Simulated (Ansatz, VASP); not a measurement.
# Cross-check of Si54Ge23 (amorphous Si0.7Ge0.3) between VASP and Ansatz

Aim: how closely do two programs agree when they are given the same cell, functional and k mesh? The structure shown is the start of the Ansatz relaxation below; VASP solves that cell, so the two are compared at the walk's first step.

Method: plane waves, with VASP 6.6.1 beside it; single point at PBE, in Ansatz 0.2.0.

## Step 1: Set-up

The cell holds 77 atoms: 54 Si and 23 Ge. Cell: a = 11.826 Å, b = 11.826 Å, c = 11.826 Å, α = 90.0°, β = 90.0°, γ = 90.0°. As first built, before any earlier steps moved the atoms (in the runner's words): 77 atoms (54 Si, 23 Ge) placed at random at 3.2 g/cm^3, melted at 3500 K for 10 ps at fixed volume with the Tersoff potential (Tersoff, Phys. Rev. B 39, 5566 (1989)). Quenched from 3500 K to 500 K at 20 K/ps and fixed volume, annealed at 1200 K for 50 ps, held 5 ps, then minimised at fixed cell.

## Step 2: Ansatz: relaxation, PBE

Ansatz runs on its default PAW (the set named soft_2) files.

The two programs are compared at the cell with which this relaxation starts, whose forces are those of its first step.

Contents of input.yaml:

```yaml
crystal:
  lattice:
    - [11.8258, 0.0, 0.0]
    - [0.0, 11.8258, 0.0]
    - [0.0, 0.0, 11.8258]
  atoms:
    - { symbol: Si, position: [0.06537, 0.45636, 0.68768] }
    - { symbol: Si, position: [0.84203, 0.85277, 0.91965] }
    - { symbol: Si, position: [0.65719, 0.35276, 0.08507] }
    - { symbol: Si, position: [0.56235, 0.1988, 0.6302] }
    - { symbol: Si, position: [0.69934, 0.71698, 0.90521] }
    - { symbol: Si, position: [0.77285, 0.50644, 0.14015] }
    - { symbol: Si, position: [0.97126, 0.03158, 0.61043] }
    - { symbol: Si, position: [0.75027, 0.5803, 0.32833] }
    - { symbol: Si, position: [0.65686, 0.02468, 0.67553] }
    - { symbol: Si, position: [0.08271, 0.96883, 0.34062] }
    - { symbol: Si, position: [0.65298, 0.24287, 0.25457] }
    - { symbol: Si, position: [0.31187, 0.68054, 0.65448] }
    - { symbol: Si, position: [0.08504, 0.12014, 0.47071] }
    - { symbol: Si, position: [0.1604, 0.41675, 0.99236] }
    - { symbol: Si, position: [0.60078, 0.05696, 0.00158] }
    - { symbol: Si, position: [0.50628, 0.23757, 0.99703] }
    - { symbol: Si, position: [0.29088, 0.18928, 0.75227] }
    - { symbol: Si, position: [0.1136, 0.96608, 0.84483] }
    - { symbol: Si, position: [0.36118, 0.87234, 0.62792] }
    - { symbol: Si, position: [0.46194, 0.25974, 0.30808] }
    - { symbol: Si, position: [0.91492, 0.39809, 0.56134] }
    - { symbol: Si, position: [0.37632, 0.60334, 0.18884] }
    - { symbol: Si, position: [0.04105, 0.67723, 0.12366] }
    - { symbol: Si, position: [0.63072, 0.72206, 0.52745] }
    - { symbol: Si, position: [0.09966, 0.61756, 0.40389] }
    - { symbol: Si, position: [0.79168, 0.60547, 0.77278] }
    - { symbol: Si, position: [0.59106, 0.52544, 0.45936] }
    - { symbol: Si, position: [0.8191, 0.69922, 0.59953] }
    - { symbol: Si, position: [0.56135, 0.83697, 0.37609] }
    - { symbol: Si, position: [0.14921, 0.94307, 0.03847] }
    - { symbol: Si, position: [0.88583, 0.80682, 0.11954] }
    - { symbol: Si, position: [0.39484, 0.61938, 0.83293] }
    - { symbol: Si, position: [0.97614, 0.57206, 0.8412] }
    - { symbol: Si, position: [0.99681, 0.97438, 0.15828] }
    - { symbol: Si, position: [0.19604, 0.32272, 0.1666] }
    - { symbol: Si, position: [0.1744, 0.42648, 0.35667] }
    - { symbol: Si, position: [0.70876, 0.69018, 0.09965] }
    - { symbol: Si, position: [0.00511, 0.8036, 0.42077] }
    - { symbol: Si, position: [0.15034, 0.74879, 0.97582] }
    - { symbol: Si, position: [0.01096, 0.78391, 0.82596] }
    - { symbol: Si, position: [0.48487, 0.46181, 0.7494] }
    - { symbol: Si, position: [0.40023, 0.5141, 0.56749] }
    - { symbol: Si, position: [0.89446, 0.13348, 0.1046] }
    - { symbol: Si, position: [0.73683, 0.01515, 0.86086] }
    - { symbol: Si, position: [0.8595, 0.15977, 0.90869] }
    - { symbol: Si, position: [0.55597, 0.85118, 0.66354] }
    - { symbol: Si, position: [0.983, 0.8217, 0.62439] }
    - { symbol: Si, position: [0.22521, 0.40561, 0.55425] }
    - { symbol: Si, position: [0.01191, 0.12984, 0.78925] }
    - { symbol: Si, position: [0.74607, 0.31967, 0.9095] }
    - { symbol: Si, position: [0.43399, 0.15037, 0.47333] }
    - { symbol: Si, position: [0.35941, 0.20629, 0.14234] }
    - { symbol: Si, position: [0.4633, 0.27012, 0.79962] }
    - { symbol: Si, position: [0.71214, 0.07185, 0.17364] }
    - { symbol: Ge, position: [0.96905, 0.49631, 0.05056] }
    - { symbol: Ge, position: [0.11919, 0.64881, 0.60939] }
    - { symbol: Ge, position: [0.53658, 0.73403, 0.20102] }
    - { symbol: Ge, position: [0.77869, 0.23462, 0.41673] }
    - { symbol: Ge, position: [0.20762, 0.70491, 0.2517] }
    - { symbol: Ge, position: [0.28037, 0.58795, 0.99656] }
    - { symbol: Ge, position: [0.43933, 0.94001, 0.95459] }
    - { symbol: Ge, position: [0.13096, 0.30298, 0.8164] }
    - { symbol: Ge, position: [0.72394, 0.94866, 0.34199] }
    - { symbol: Ge, position: [0.99293, 0.28971, 0.39509] }
    - { symbol: Ge, position: [0.6952, 0.36328, 0.56231] }
    - { symbol: Ge, position: [0.90188, 0.57143, 0.4638] }
    - { symbol: Ge, position: [0.98574, 0.30212, 0.17835] }
    - { symbol: Ge, position: [0.26603, 0.90477, 0.29249] }
    - { symbol: Ge, position: [0.52052, 0.77637, 0.8488] }
    - { symbol: Ge, position: [0.25549, 0.20494, 0.55371] }
    - { symbol: Ge, position: [0.68848, 0.43756, 0.75768] }
    - { symbol: Ge, position: [0.4031, 0.94663, 0.44212] }
    - { symbol: Ge, position: [0.30702, 0.98909, 0.78945] }
    - { symbol: Ge, position: [0.78601, 0.04985, 0.51823] }
    - { symbol: Ge, position: [0.32238, 0.00484, 0.11796] }
    - { symbol: Ge, position: [0.4001, 0.45786, 0.345] }
    - { symbol: Ge, position: [0.83408, 0.77664, 0.31498] }
kpoints:
  mp_grid: { grid: [1, 1, 1] }
hamiltonian:
  xc: pbe
scf:
  occupations: { method: fermi_dirac, width: 0.025 }
output:
  forces: true
relax:
  f_tol: 0.05
  max_steps: 150
  cell: {}
```

Started as:

```bash
ansatz run input.yaml --threads 4 --pin off --max-ram 8192MiB --backend cpu --events-out ev --progress --plain --runs-dir out
```

Numbers of over 12 decimals in the logs are rounded to 6 here.

Output:

```text
Engine: ansatz 0.2.0, x86_64-unknown-linux-gnu
Pseudopotentials: kind: paw
Pseudopotential: Si, paw, valence charge 4, recommended cutoff 420 eV (normal), Si.paw.azcp
Pseudopotential: Ge, paw, valence charge 14, recommended cutoff 420 eV (normal), Ge.paw.azcp
Functional definition: PBE
  parameter kappa = 0.804
  parameter beta = 0.066725
  exchange = pbe_x(kappa = kappa, mu = beta*pi^2/3)
  correlation = pbe_c(beta = beta)
Crystal: 77 atoms, lattice volume = 1653.833 Å³
Basis set: ecut = 420 eV, 32423 PW (Γ), exchange–correlation on 160×160×160 points (8 copies of the dense FFT grid, shifted against one another)
Bands: 346, of which v1, the nominal top of the filled ones, is band 269 counted from 1 (268 counted from 0)
Symmetry: 1 space group operations
Space group: P1 (ITA 1), of the structure as read, at distance tolerance 1.2e-4 Å
k-points: 1
Non-local potential: Si, projectors of the file, l = 0: 2, l = 1: 2, l = 2: 2
Non-local potential: Ge, projectors of the file, l = 0: 2, l = 1: 2, l = 2: 3, l = 3: 1
PAW form: soft (Blöchl's): semilocal exchange-correlation on the pseudo side does not see the compensation charge
PAW one-centre angular grid: Si, 110 points (default); XC on 64 Gauss nodes
PAW one-centre angular grid: Ge, 590 points (default); XC on 64 Gauss nodes
Initial density: superposition of atomic densities (neutral atoms: chi_scale 0, normalization atom), corrected by the library's trained network
Initial wavefunctions: pseudopotential atomic-orbital guess
Functional: x = pbe(κ = 0.804, μ = 0.219515), c = pbe(β = 0.066725)
SCF iter   1: F=—  HF=-133095.215929 eV  |F-HF|=—  |Δ(HF+E_count)|=         —  Δρ=3.81e-3  dr2=5.79e-1  ethr=1.77e-3  ⟨swp⟩=6.0  Hψ=1400  notcnv=0  defer=20
preconditioner: auto → LDOS  [insulator: Δε(μ)=0.080 eV  Ē_g=7.519 eV  σ=0.025 eV  W_gap=0.66  n_scr=340 (ndim 8)  ℏωp=16.0 eV  f_vac=0.012  D(μ)=27.03/eV (n_scr^D=146)  ε∞_Penn≈5.5  β→1.0]
SCF iter   2: F=—  HF=-133095.153445 eV  |F-HF|=—  |Δ(HF+E_count)|=   6.25e-2  Δρ=1.96e-3  dr2=1.71e-1  ethr=1.08e-4  ⟨swp⟩=3.0  Hψ=547  notcnv=0  defer=61
SCF iter   3: F=—  HF=-133095.116220 eV  |F-HF|=—  |Δ(HF+E_count)|=   3.72e-2  Δρ=6.15e-4  dr2=2.19e-2  ethr=3.17e-5  ⟨swp⟩=3.0  Hψ=501  notcnv=0  defer=61
SCF iter   4: F=—  HF=-133095.113415 eV  |F-HF|=—  |Δ(HF+E_count)|=   2.80e-3  Δρ=2.30e-4  dr2=2.73e-3  ethr=4.07e-6  ⟨swp⟩=2.0  Hψ=513  notcnv=0  defer=61
SCF iter   5: F=—  HF=-133095.113222 eV  |F-HF|=—  |Δ(HF+E_count)|=   1.93e-4  Δρ=9.66e-5  dr2=4.85e-4  ethr=5.08e-7  ⟨swp⟩=2.0  Hψ=534  notcnv=0  defer=61
SCF iter   6: F=—  HF=-133095.113125 eV  |F-HF|=—  |Δ(HF+E_count)|=   9.73e-5  Δρ=3.47e-5  dr2=5.35e-5  ethr=9.02e-8  ⟨swp⟩=2.0  Hψ=536  notcnv=0  defer=61
SCF iter   7: F=—  HF=-133095.113492 eV  |F-HF|=—  |Δ(HF+E_count)|=   3.67e-4  Δρ=1.55e-5  dr2=1.04e-5  ethr=9.94e-9  ⟨swp⟩=2.0  Hψ=595  notcnv=0  defer=61
SCF iter   8: F=—  HF=-133095.113492 eV  |F-HF|=—  |Δ(HF+E_count)|=   1.55e-7  Δρ=6.87e-6  dr2=2.41e-6  ethr=1.93e-9  ⟨swp⟩=2.0  Hψ=534  notcnv=0  defer=61
SCF iter   9: F=—  HF=-133095.113492 eV  |F-HF|=—  |Δ(HF+E_count)|=   2.00e-7  Δρ=3.43e-6  dr2=6.69e-7  ethr=4.47e-10  ⟨swp⟩=2.0  Hψ=554  notcnv=0  defer=61
SCF iter  10: F=—  HF=-133095.113492 eV  |F-HF|=—  |Δ(HF+E_count)|=   8.00e-8  Δρ=1.84e-6  dr2=1.81e-7  ethr=1.24e-10  ⟨swp⟩=2.0  Hψ=392  notcnv=0  defer=61
SCF iter  11: F=-133095.113492 eV  HF=-133095.113492 eV  |F-HF|=3.24e-8  |Δ(HF+E_count)|=   1.57e-8  Δρ=9.82e-7  dr2=4.54e-8  ethr=1.86e-11  ⟨swp⟩=4.0  Hψ=904  notcnv=0
SCF 1 converged in 11 iterations: F = -133095.113492 eV  dr2 = 4.54e-8
  greatest PAW one-centre occupation: 0.998 electrons in one spin orbital (limit 2), on the Ge atom at site 66 (counted from 0), in its partial waves of l = 2
relax step   1: F+E_penalty+E_count = -133095.11349155 eV  Δ(F+E_penalty+E_count) = +0.000e0 eV  max|allowed force component| = 7.756e-1 eV/Å  Δτ_max = 0.0000 Å  P = +0.096 GPa  Ω = 1653.833 Å³  (11 SCF iters, dr2 threshold 1.00e-7 eV, accepted)
Crystal: 77 atoms, lattice volume = 1659.530 Å³
Basis set: ecut = 420 eV, 32439 PW (Γ), exchange–correlation on 160×160×160 points (8 copies of the dense FFT grid, shifted against one another)
Initial density: handed on by an earlier stage of this run
Initial wavefunctions: those handed on with the density
iter 1 solved again at ethr=1.43e-4 eV; its pass at ethr=3.10e-3 eV (dr2=7.71e-1 eV) is discarded
SCF iter   1: F=—  HF=-133096.421113 eV  |F-HF|=—  |Δ(HF+E_count)|=         —  Δρ=6.12e-3  dr2=7.84e-1  ethr=1.43e-4  ⟨swp⟩=8.0  Hψ=1594  notcnv=0
preconditioner: auto → LDOS  [insulator: Δε(μ)=0.205 eV  Ē_g=7.512 eV  σ=0.025 eV  W_gap=0.97  n_scr=328 (ndim 8)  ℏωp=16.0 eV  f_vac=0.015  D(μ)=2.81/eV (n_scr^D=6)  ε∞_Penn≈5.5  β→1.0]
SCF iter   2: F=—  HF=-133096.417144 eV  |F-HF|=—  |Δ(HF+E_count)|=   3.97e-3  Δρ=2.37e-3  dr2=5.87e-1  ethr=1.43e-4  ⟨swp⟩=5.0  Hψ=650  notcnv=0
[...]
atom  45  Si    -0.00667150    -0.00430969     0.00580170
  atom  46  Si    -0.00118674    -0.00292966    -0.00609489
  atom  47  Si     0.00041177     0.00456143    -0.00689783
  atom  48  Si    -0.00234457     0.01925615     0.00180848
  atom  49  Si     0.00388593    -0.00397110    -0.00079191
  atom  50  Si     0.00194173     0.00602703    -0.00619650
  atom  51  Si    -0.00780531    -0.00522201    -0.00047656
  atom  52  Si     0.00989955    -0.01480587     0.01509044
  atom  53  Si     0.00027041     0.00300993    -0.00380086
  atom  54  Si     0.00563901    -0.00783422    -0.00518014
  atom  55  Ge    -0.00569720    -0.02642776     0.02580801
  atom  56  Ge    -0.00004013    -0.00675861    -0.00260888
  atom  57  Ge    -0.01454945     0.02467721    -0.00156702
  atom  58  Ge     0.00335584    -0.00280806    -0.00422712
  atom  59  Ge    -0.02556724    -0.01421514    -0.00105535
  atom  60  Ge    -0.00274248     0.00269416    -0.00897828
  atom  61  Ge    -0.00471526     0.00182489    -0.01106643
  atom  62  Ge    -0.00169741     0.00137385     0.00113177
  atom  63  Ge     0.01074411     0.00275546     0.00221874
  atom  64  Ge    -0.00824776    -0.00321878    -0.01108117
  atom  65  Ge    -0.00108724    -0.00330436     0.01311931
  atom  66  Ge     0.02352336     0.00667410    -0.02454097
  atom  67  Ge    -0.00348214    -0.00620974    -0.00268507
  atom  68  Ge     0.00542354     0.01065581    -0.00504284
  atom  69  Ge     0.00505409     0.00120994     0.00597545
  atom  70  Ge    -0.00269036     0.00080407    -0.00284220
  atom  71  Ge    -0.00642641     0.00277459    -0.00597887
  atom  72  Ge     0.00646921     0.00212570     0.00386953
  atom  73  Ge    -0.00263055     0.00289086    -0.00159672
  atom  74  Ge     0.00337467    -0.00239521     0.00211676
  atom  75  Ge    -0.00422375    -0.00430840    -0.00513432
  atom  76  Ge    -0.00435316     0.00293063    -0.01050836
  atom  77  Ge     0.00212156     0.01910553    -0.00223781
  max |Σ_I F_I| component: 5.16e-6 eV/Å
--- Stress (GPa, compression-positive) ---
        0.004292       0.007367      -0.012553
        0.007367       0.011474       0.005971
       -0.012553       0.005971       0.001420
  P = ⅓ Tr σ = 0.0057 GPa (0.057 kbar)
--- Relaxed structure (24 steps of the walk, 23 accepted, 1 SCFs on fresh bases) ---
  F+E_penalty+E_count = -133099.13682912 eV   max|allowed force component| = 4.158e-2 eV/Å   (the final SCF, on the basis selected at the relaxed cell)
  cell:  # Å, volume = 1671.3346 Å³
    - [12.028765, -0.274522, -0.189434]
    - [-0.274522, 11.682903, -0.255910]
    - [-0.189434, -0.255910, 11.908169]
  atoms:
    - { symbol: Si, position: [0.054142, 0.463041, 0.707211] }
    - { symbol: Si, position: [0.847789, 0.892100, 0.922284] }
    - { symbol: Si, position: [0.654816, 0.352252, 0.085803] }
    - { symbol: Si, position: [0.554718, 0.200944, 0.635174] }
    - { symbol: Si, position: [0.710410, 0.742755, 0.906324] }
    - { symbol: Si, position: [0.658255, 0.533743, 0.177400] }
    - { symbol: Si, position: [0.958701, 0.055043, 0.611507] }
    - { symbol: Si, position: [0.741373, 0.584021, 0.349387] }
    - { symbol: Si, position: [0.648959, 0.034698, 0.670809] }
    - { symbol: Si, position: [0.084926, 0.968958, 0.335466] }
    - { symbol: Si, position: [0.657480, 0.239935, 0.248157] }
    - { symbol: Si, position: [0.330411, 0.668712, 0.655532] }
    - { symbol: Si, position: [0.082092, 0.119903, 0.474167] }
    - { symbol: Si, position: [0.154476, 0.407361, 0.986410] }
    - { symbol: Si, position: [0.599619, 0.063556, -0.00441541] }
    - { symbol: Si, position: [0.505118, 0.238301, 0.994853] }
    - { symbol: Si, position: [0.290582, 0.204827, 0.734635] }
    - { symbol: Si, position: [0.114083, 0.982032, 0.843110] }
    - { symbol: Si, position: [0.358784, 0.867954, 0.623918] }
    - { symbol: Si, position: [0.471097, 0.244114, 0.303096] }
    - { symbol: Si, position: [0.914832, 0.390976, 0.566910] }
    - { symbol: Si, position: [0.362702, 0.577275, 0.175650] }
    - { symbol: Si, position: [0.032160, 0.655831, 0.126781] }
    - { symbol: Si, position: [0.624015, 0.725682, 0.542074] }
[...]
- { symbol: Si, position: [0.955655, 0.852249, 0.613721] }
    - { symbol: Si, position: [0.281455, 0.406604, 0.471062] }
    - { symbol: Si, position: [0.00554916, 0.137805, 0.797452] }
    - { symbol: Si, position: [0.800857, 0.361276, 0.953813] }
    - { symbol: Si, position: [0.436765, 0.140060, 0.470194] }
    - { symbol: Si, position: [0.359258, 0.197762, 0.135101] }
    - { symbol: Si, position: [0.464169, 0.276410, 0.799787] }
    - { symbol: Si, position: [0.710223, 0.064277, 0.171882] }
    - { symbol: Ge, position: [0.971669, 0.476592, 0.026832] }
    - { symbol: Ge, position: [0.177611, 0.550876, 0.574115] }
    - { symbol: Ge, position: [0.535951, 0.701327, 0.198323] }
    - { symbol: Ge, position: [0.777789, 0.242164, 0.419137] }
    - { symbol: Ge, position: [0.203389, 0.679600, 0.260077] }
    - { symbol: Ge, position: [0.275352, 0.583734, 0.982891] }
    - { symbol: Ge, position: [0.432996, 0.945878, 0.950866] }
    - { symbol: Ge, position: [0.133753, 0.303542, 0.806995] }
    - { symbol: Ge, position: [0.718360, 0.941167, 0.339920] }
    - { symbol: Ge, position: [0.992302, 0.286936, 0.407137] }
    - { symbol: Ge, position: [0.690732, 0.362041, 0.579902] }
    - { symbol: Ge, position: [0.896623, 0.561076, 0.470966] }
    - { symbol: Ge, position: [0.990764, 0.298414, 0.182866] }
    - { symbol: Ge, position: [0.260950, 0.893201, 0.288274] }
    - { symbol: Ge, position: [0.524156, 0.783017, 0.860038] }
    - { symbol: Ge, position: [0.262977, 0.210699, 0.533357] }
    - { symbol: Ge, position: [0.714154, 0.451328, 0.784285] }
    - { symbol: Ge, position: [0.403974, 0.927647, 0.437520] }
    - { symbol: Ge, position: [0.302964, 1.000432, 0.780247] }
    - { symbol: Ge, position: [0.776508, 0.057838, 0.515612] }
    - { symbol: Ge, position: [0.312101, -0.011693, 0.113602] }
    - { symbol: Ge, position: [0.434662, 0.453591, 0.337361] }
    - { symbol: Ge, position: [0.836566, 0.775206, 0.340726] }
```

Reading the cycles: dr2 is the Hartree energy of the density residual (eV), the measure of convergence; HF is the Harris–Foulkes estimate of the energy, which meets the free energy F at convergence.

[end of part 1 of 2]

[Lines on the potential files, build, host, timing and source positions are cut from VASP's logs without a mark.]

[Logs are printed without paths, hosts, clocks, repeated set-up lines and the standing remarks that a program may print on its own settings, such as how far it seeks lower states.]

[Hosts, paths, dates, database ids (printed as entryN), source tags and the programs' standing remarks are cut or masked in the printed files.]
